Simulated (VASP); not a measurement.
# Si48H16CF4 in VASP: a series of runs

Aim: see how the results for Si48H16CF4 move with the level of theory and the settings. Levels: rev-vdW-DF2, LDA, PBEsol. Tasks: single point.

Everything below comes from runs of VASP 6.6.1. Logs are shortened: lines on timing, memory, paths and dates and some standing lists are left out, and cuts for length are marked.

### 1 Starting point

The cell holds a slab with vacuum, 69 atoms: a = 10.862 Å, b = 10.862 Å, c = 23.428 Å, α = 90.00°, β = 90.00°, γ = 90.00°.

The cell was built by a generator and needn't be a form met in nature.

### 2 Single point, rev-vdW-DF2

INCAR

```
SYSTEM = Si48H16CF4
  PREC = Accurate
  ENCUT = 400
  EDIFF = 1E-6
  ISMEAR = 0
  SIGMA = 0.05
  LREAL = Auto
  LASPH = .True.
  NELM = 100
  ALGO = Normal
  ISIF = 2
  LWAVE = .False.
  LCHARG = .False.
  GGA = MK
  LUSE_VDW = .True.
  AGGAC = 0.0
  PARAM1 = 0.1234
  PARAM2 = 0.711357
  ZAB_VDW = -1.8867
  NBANDS = 160
  ISYM = 0
  NCORE = 4
```

KPOINTS

```
Automatic mesh
0
Gamma
  1 1 1
  0 0 0
```

POSCAR

```
Si48H16CF4                              
1.0
    7.6805938572      7.6805938572      0.0000000000
   -7.6805938572      7.6805938572      0.0000000000
    0.0000000000      0.0000000000     23.4276500000
  Si              H               C               F             
    48    16     1     4
Selective dynamics
Direct
     0.6864350492784635    0.3138061933341205    0.4093722559745742   T   T   T
     0.8146044042811919    0.6812832950373656    0.4100774603624947   T   T   T
     0.0486467384086695    0.9515548501855832    0.4276389657007783   T   T   T
     0.3187872212245131    0.1855534043941666    0.4100115547348095   T   T   T
     0.9629574479323540    0.5389060255661933    0.4396076504840357   T   T   T
     0.2054078824538416    0.7947288602475495    0.4257556496568932   T   T   T
[... 32 lines left out ...]
     0.5024723944095884    0.9970282849155644    0.2027657243199863   T   T   T
     0.4954278962012972    0.5045933777252057    0.2026777380787306   T   T   T
     0.8750000000000000    0.3750000000000000    0.1455075519999980   F   F   F
     0.8750000000000000    0.8750000000000000    0.1455075519999980   F   F   F
     0.1250000000000000    0.1250000000000000    0.1455075519999980   F   F   F
     0.3750000000000000    0.3750000000000000    0.1455075519999980   F   F   F
     0.1250000000000000    0.6250000000000000    0.1455075519999980   F   F   F
     0.3750000000000000    0.8750000000000000    0.1455075519999980   F   F   F
[... 16 lines left out ...]
     0.7016281893000027    0.5483718106999973    0.1067115139999970   F   F   F
     0.5483718106999973    0.7016281893000027    0.1067115139999970   F   F   F
     0.2442139747437561    0.7548966438811655    0.5053264759582723   T   T   T
     0.3277397916188860    0.6597352858978834    0.5090819677565235   T   T   T
     0.2948950987492926    0.8522861422666698    0.5343172732275275   T   T   T
     0.1425347223427360    0.7188798240776825    0.5357952820058681   T   T   T
     0.0095558515382915    0.9908807013333557    0.4924942438613356   T   T   T
```

Potentials or basis: VASP PAW PBE potentials, release 64 (Si, H, C, F).

Started as:

```console
> cat potpaw_PBE.64/Si/POTCAR potpaw_PBE.64/H/POTCAR potpaw_PBE.64/C/POTCAR potpaw_PBE.64/F/POTCAR > POTCAR
> mpirun -np 8 vasp_gam > vasp.out
```

OUTCAR:

```text
SYSTEM = Si48H16CF4
   PREC = Accurate
   ENCUT = 400
   EDIFF = 1E-6
   ISMEAR = 0
   LREAL = Auto
   LASPH = .True.
   NELM = 100
   ISIF = 2
   GGA = MK
   ISYM = 0

 ion  position               nearest neighbor table
   1  0.686  0.314  0.409-   9 2.34  15 2.34   8 2.35  24 3.13  20 3.13
   2  0.815  0.681  0.410-  16 2.33  10 2.34   5 2.34  24 3.09
   3  0.049  0.952  0.428-  69 1.63  11 2.35  10 2.35   6 2.41
   4  0.319  0.186  0.410-  12 2.33   7 2.34  11 2.34  20 3.09
   5  0.963  0.539  0.440-   2 2.34   9 2.38  13 2.39
   6  0.205  0.795  0.426-  65 1.96  13 2.35  14 2.35   3 2.41
   7  0.461  0.037  0.439-   4 2.34  15 2.37  14 2.38
   8  0.540  0.460  0.439-   1 2.35  12 2.37  16 2.37
   9  0.875  0.390  0.377-   1 2.34  17 2.37  24 2.37   5 2.38
  10  0.882  0.872  0.376-   2 2.34   3 2.35  23 2.37  18 2.38
  11  0.128  0.118  0.376-   4 2.34   3 2.35  17 2.37  19 2.38
  12  0.388  0.377  0.378-   4 2.33   8 2.37  21 2.37  20 2.38
  13  0.113  0.628  0.378-  18 2.34   6 2.35  21 2.37   5 2.39
  14  0.372  0.887  0.378-  19 2.34   6 2.35  22 2.37   7 2.38
  15  0.610  0.125  0.377-   1 2.34  23 2.37  20 2.37   7 2.37
  16  0.623  0.612  0.378-   2 2.33   8 2.37  22 2.37  24 2.38
  17  0.999  0.253  0.324-  11 2.37   9 2.37  29 2.37  25 2.37
  18  0.004  0.750  0.313-  27 2.32  26 2.33  13 2.34  10 2.38
  19  0.250  0.996  0.313-  27 2.32  28 2.33  14 2.34  11 2.38
  20  0.498  0.251  0.313-  28 2.33  32 2.33  15 2.37  12 2.38   4 3.09   1 3.13
  21  0.249  0.501  0.325-  13 2.37  12 2.37  30 2.38  29 2.38
  22  0.499  0.751  0.325-  14 2.37  16 2.37  30 2.38  31 2.38
  23  0.748  0.001  0.324-  10 2.37  15 2.37  31 2.37  25 2.37
  24  0.749  0.502  0.313-  26 2.33  32 2.33   9 2.37  16 2.38   2 3.09   1 3.13
  25  0.873  0.127  0.264-  23 2.37  17 2.37  33 2.38  35 2.38
  26  0.877  0.625  0.257-  24 2.33  18 2.33  37 2.33  34 2.33
  27  0.124  0.876  0.256-  18 2.32  19 2.32  38 2.33  35 2.33
  28  0.375  0.123  0.257-  20 2.33  19 2.33  39 2.33  36 2.33
  29  0.126  0.375  0.264-  17 2.37  36 2.38  37 2.38  21 2.38
  30  0.373  0.627  0.265-  38 2.38  21 2.38  22 2.38  40 2.38
[... 16 lines left out ...]
  47  0.625  0.125  0.146-  61 1.49  62 1.49  33 2.34  39 2.35
  48  0.625  0.625  0.146-  63 1.49  64 1.49  40 2.34  34 2.34
  49  0.952  0.298  0.107-  41 1.49
  50  0.798  0.452  0.107-  41 1.49
  51  0.952  0.798  0.107-  42 1.49
  52  0.798  0.952  0.107-  42 1.49
  53  0.202  0.048  0.107-  43 1.49
  54  0.048  0.202  0.107-  43 1.49
[... 8 lines left out ...]
  63  0.702  0.548  0.107-  48 1.49
  64  0.548  0.702  0.107-  48 1.49
  65  0.244  0.755  0.505-  68 1.37  67 1.37  66 1.38   6 1.96
  66  0.328  0.660  0.509-  65 1.38
  67  0.295  0.852  0.534-  65 1.37
  68  0.143  0.719  0.536-  65 1.37
  69  0.010  0.991  0.492-   3 1.63

IMPORTANT INFORMATION: All symmetrisations will be switched off!
NOSYMM: (Re-)initialisation of all symmetry stuff for point group C_1.

----------------------------------------------------------------------------------------

                                     Primitive cell

  volume of cell :    2764.0655

  direct lattice vectors                    reciprocal lattice vectors
     7.680593857  7.680593857  0.000000000     0.065099133  0.065099133  0.000000000
    -7.680593857  7.680593857  0.000000000    -0.065099133  0.065099133  0.000000000
     0.000000000  0.000000000 23.427650000     0.000000000  0.000000000  0.042684606

  length of vectors
    10.862000000 10.862000000 23.427650000     0.092064077  0.092064077  0.042684606

  position of ions in fractional coordinates (direct lattice)
     0.686435049  0.313806193  0.409372256
     0.814604404  0.681283295  0.410077460
     0.048646738  0.951554850  0.427638966
     0.318787221  0.185553404  0.410011555
     0.962957448  0.538906026  0.439607650
     0.205407882  0.794728860  0.425755650
[... 61 lines left out ...]
     0.142534722  0.718879824  0.535795282
     0.009555852  0.990880701  0.492494244

  ion indices of the primitive-cell ions
   primitive index   ion index
                 1           1
                 2           2
                 3           3
                 4           4
                 5           5
                 6           6
[... 61 lines left out ...]
                68          68
                69          69

----------------------------------------------------------------------------------------

 KPOINTS: Automatic mesh

Automatic generation of k-mesh.
 Grid dimensions read from file:
 generate k-points for:    1    1    1

 Generating k-lattice:

  Cartesian coordinates                     Fractional coordinates (reciprocal lattice)
     0.065099133  0.065099133  0.000000000     1.000000000  0.000000000  0.000000000
    -0.065099133  0.065099133  0.000000000     0.000000000  1.000000000  0.000000000
     0.000000000  0.000000000  0.042684606     0.000000000  0.000000000  1.000000000

  Length of vectors
     0.092064077  0.092064077  0.042684606

  Shift w.r.t. Gamma in fractional coordinates (k-lattice)
     0.000000000  0.000000000  0.000000000

 Subroutine IBZKPT returns following result:
 ===========================================

 Found      1 irreducible k-points:

 Following reciprocal coordinates:
            Coordinates               Weight
  0.000000  0.000000  0.000000      1.000000
   k-points           NKPTS =      1   k-points in BZ     NKDIM =      1   number of bands    NBANDS=    160
   number of dos      NEDOS =    301   number of ions     NIONS =     69
   total plane-waves  NPLWV = 829440
   dimension x,y,z NGX =    72 NGY =   72 NGZ =  160
   dimension x,y,z NGXF=   144 NGYF=  144 NGZF=  320
   ions per type =              48  16   1   4
   NGX,Y,Z   is equivalent  to a cutoff of  11.02, 11.02, 11.35 a.u.
   NGXF,Y,Z  is equivalent  to a cutoff of  22.04, 22.04, 22.71 a.u.
 SYSTEM =  Si48H16CF4
   PREC   = accura    normal or accurate (medium, high low for compatibility)
   ISTART =      0    job   : 0-new  1-cont  2-samecut
   ICHARG =      2    charge: 1-file 2-atom 10-const
   ISPIN  =      1    spin polarized calculation?
   LNONCOLLINEAR =      F non collinear calculations
   LSORBIT =      F    spin-orbit coupling
   LASPH  =      T    aspherical Exc in radial PAW
   ENCUT  =  400.0 eV  29.40 Ry    5.42 a.u.  17.71 17.71 38.20*2*pi/ulx,y,z
   NELM   =    100;   NELMIN=  2; NELMDL= -5     # of ELM steps
   EDIFF  = 0.1E-05   stopping-criterion for ELM
   LREAL  =      T    real-space projection
   EDIFFG = 0.1E-04   stopping-criterion for IOM
   NSW    =      0    number of steps for IOM
   IBRION =     -1    ionic relax: 0-MD 1-quasi-New 2-CG
   NFREE  =      0    steps in history (QN), initial steepest desc. (CG)
   ISIF   =      2    stress and relaxation
   ISYM   =      0    0-nonsym 1-usesym 2-fastsym
   POTIM  = 0.5000    time-step for ionic-motion
   TEBEG  =    0.0;   TEEND  =   0.0 temperature during run
   PSTRESS=    0.0 pullay stress
   NELECT =     240.0000    total number of electrons
   NUPDOWN=      -1.0000    fix difference up-down
   EMIN   =  10.00;   EMAX   =-10.00  energy-range for DOS
   EFERMI =   0.00;   METHOD = LEGACY
   ISMEAR =     0;   SIGMA  =   0.05  broadening in eV -4-tet -1-fermi 0-gaus
   EFERMI_NEDOS =   21; number of points for ismear=-14 and -15
   IALGO  =     38    algorithm
   IMIX   =      4    mixing-type and parameters
     AMIX     =   0.40;   BMIX     =  1.00
     AMIX_MAG =   1.60;   BMIX_MAG =  1.00
  volume/ion in A,a.u.               =      40.06       270.33
  Fermi-wavevector in a.u.,A,eV,Ry     =   0.724930  1.369918  7.150173  0.525523
  Thomas-Fermi vector in A             =   1.815523
   LORBIT       =      0    0 simple, 1 ext, 2 COOP (PROOUT), +10 PAW based schemes
   GGA     = MK    functional components
   LHFCALC =     F    Hartree Fock is set to
   AEXX    =    0.0000 exact exchange contribution
   IVDW_NL    =     1    kernel type
   BPARAM     = 6.3000
   IVDW    =     0    specifies the selected vdW correction
   LEPSILON=     F    determine dielectric tensor
   LRPA    =     F    only Hartree local field effects (RPA)
 non-spin polarized calculation
 Gauss-broadening in eV      SIGMA  =   0.05
  energy-cutoff  :      400.00
  volume of cell :     2764.07
 maximum number of plane-waves:     25105
 NGX is ok and might be reduce to    70
   NGX = 35   NGY = 35   NGZ = 77

 number of electron     239.9999961 magnetization

 Free energy of the ion-electron system (eV)
  ---------------------------------------------------
  ext. energy  EPLUGINS =         0.00000000
  ---------------------------------------------------
  free energy    TOTEN  =      -268.43877317 eV

  energy without entropy =     -268.43877317  energy(sigma->0) =     -268.43877317

 E-fermi :  -1.1064     XC(G=0):  -4.5276

 val. band max:       -1.3656838776   @ k =   0.0000   0.0000   0.0000
 cond. band min:      -0.8775113369   @ k =   0.0000   0.0000   0.0000
 fundamental gap:      0.4881725407
 Fermi energy:        -1.1063793074

 k-point     1 :       0.0000    0.0000    0.0000
  band No.  band energies     occupation
      1     -28.7369      2.00000
      2     -26.5892      2.00000
      3     -26.5874      2.00000
      4     -25.7862      2.00000
      5     -13.5189      2.00000
      6     -12.8319      2.00000
[... 124 lines left out ...]
    131       0.8096      0.00000
    132       0.8392      0.00000
 [bands above 132 left out]

------------------------ aborting loop because EDIFF is reached ----------------------------------------

  FORCE on cell =-STRESS in cart. coord.  units (eV):
  Direction    XX          YY          ZZ          XY          YZ          ZX
  --------------------------------------------------------------------------------------
  -------------------------------------------------------------------------------------
  Total       19.4926767      7.1552955     -1.3772835      0.0039910     -0.0763604      0.3957012
  in kB       11.2988369      4.1475328     -0.7983358      0.0023133     -0.0442619      0.2293663
  external PRESSURE =       4.8826780 kB  Pullay stress =       0.0000000 kB

 VOLUME and BASIS-vectors are now :
 -----------------------------------------------------------------------------
  energy-cutoff  :      400.00
  volume of cell :     2764.07
      direct lattice vectors                 reciprocal lattice vectors
     7.680593857  7.680593857  0.000000000     0.065099133  0.065099133  0.000000000
    -7.680593857  7.680593857  0.000000000    -0.065099133  0.065099133  0.000000000
     0.000000000  0.000000000 23.427650000     0.000000000  0.000000000  0.042684606

 POSITION                                       TOTAL-FORCE (eV/Angst)
 -----------------------------------------------------------------------------------
      2.86201      7.68245      9.59063        -0.042455      0.000302     -0.021069
      1.02399     11.48931      9.60715         0.049634     -0.006739     -0.036371
     -6.93487      7.68214     10.01858        -0.020533      0.000122      0.060605
      1.02331      3.87364      9.60561         0.048824      0.007292     -0.036751
      3.25697     11.53520     10.29897        -0.015895     -0.002654      0.097883
     -4.52634      7.68164      9.97445         0.025212     -0.000119      0.083121
[... 61 lines left out ...]
     -4.42667      6.61618     12.55242         0.019615      0.017407     -0.004748
     -7.53716      7.68395     11.53798        -0.001857     -0.000304      0.028432
 -----------------------------------------------------------------------------------
    total drift:                               -0.005728     -0.000464     -0.036567

  FREE ENERGIE OF THE ION-ELECTRON SYSTEM (eV)
  ---------------------------------------------------
  free  energy   TOTEN  =      -268.4387731715 eV

  energy  without entropy=     -268.4387731714  energy(sigma->0) =     -268.43877317

Total vdW correction in eV:     41.4666310
```

It took 4.4 min on 8 MPI ranks of AMD EPYC 9R45 (Zen 5), shared host; peak memory 0.83 GiB.

Results:

| Property | Result |
| --- | --- |
| Free energy | -268.4388 eV |
| Largest force | 0.372 eV/Å |
| Band gap on the k mesh | 0.49 eV, direct |

Forces on the atoms (eV/Å):
```
Si  -0.042  0.000 -0.021
Si   0.050 -0.007 -0.036
Si  -0.021  0.000  0.061
Si   0.049  0.007 -0.037
Si  -0.016 -0.003  0.098
Si   0.025  0.000  0.083
Si  -0.016  0.004  0.097
Si   0.049  0.000  0.096
Si  -0.009 -0.028  0.062
Si  -0.002 -0.039  0.066
Si  -0.003  0.039  0.067
Si   0.011 -0.032  0.057
Si   0.016 -0.019  0.050
Si   0.017  0.019  0.051
Si  -0.009  0.029  0.062
Si   0.012  0.032  0.057
Si   0.006 -0.006  0.013
Si  -0.024 -0.030  0.030
Si  -0.024  0.030  0.030
Si  -0.004 -0.008  0.097
Si   0.006  0.002  0.011
Si   0.005 -0.002  0.011
Si   0.006  0.006  0.013
Si  -0.003  0.007  0.097
Si  -0.001  0.000 -0.007
Si   0.000 -0.001 -0.017
Si   0.017  0.000 -0.024
Si   0.000  0.001 -0.017
Si   0.010  0.006 -0.007
Si  -0.005  0.000 -0.006
Si   0.010 -0.005 -0.007
Si   0.018  0.000 -0.021
Si   0.015  0.000 -0.027
Si  -0.008  0.002 -0.028
Si  -0.009  0.000 -0.030
Si  -0.008 -0.002 -0.028
Si   0.007  0.000 -0.027
Si   0.013  0.000 -0.023
Si   0.007  0.000 -0.027
Si  -0.005  0.000 -0.023
Si   0.255  0.025 -0.103
Si  -0.336 -0.013 -0.157
Si  -0.336  0.015 -0.158
Si  -0.305 -0.010 -0.125
Si   0.301  0.008 -0.184
Si   0.300 -0.007 -0.183
Si   0.254 -0.024 -0.103
Si  -0.307  0.010 -0.127
H   -0.324 -0.019 -0.012
H    0.305  0.022  0.062
H   -0.298  0.029  0.077
H    0.333 -0.020 -0.029
H   -0.299 -0.028  0.077
H    0.334  0.019 -0.029
H   -0.299  0.031  0.074
H    0.340 -0.042 -0.019
H   -0.340  0.010 -0.025
H    0.307 -0.013  0.059
H   -0.339 -0.010 -0.024
H    0.307  0.013  0.059
H   -0.324  0.020 -0.012
H    0.305 -0.021  0.062
H   -0.299 -0.032  0.074
H    0.340  0.043 -0.019
C   -0.031  0.001 -0.063
F   -0.008  0.002  0.008
F    0.011 -0.031  0.000
F    0.020  0.017 -0.005
F   -0.002  0.000  0.028
```

Caveat: the cutoff is under 1.25 times the usual one of these potentials, so pressure, stress and relaxed cells hold a basis-set (Pulay) error; the PAW data sets were made with another functional, which shifts forces and pressure a little.

(Continued in part 2 of 2.)
